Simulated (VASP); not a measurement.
Here is the system:

```xyz
2
Lattice="3.0193 0.0000 0.0000 0.0000 3.0193 0.0000 0.0000 0.0000 3.0193" Properties=species:S:1:pos:R:3 pbc="T T T"
Mo     0.0000     0.0000     0.0000
Si     1.5096     1.5096     1.5096
```

Computed with PBEsol GGA, VASP's PBE PAW potentials (set 64) (plane waves; VASP). Numerical set-up: 400 eV cut-off, Gaussian smearing of 0.050 eV, potentials Mo_sv Si.

**Question.** Estimate the band gap (along the path) with the smallest direct gap where there is one.

**Answer.** 
```
Quantity                                                     Result
-------------------------  ----------------------------------------
band gap (along the path)  none (metal, semimetal or under 0.01 eV)
```

Only differences to runs with the same potentials and settings are physical.

The structure was generated: MoSi was put into the CsCl type type (Pm-3m), which need not be its known phase. It was relaxed first, which changed the volume by -33 %.
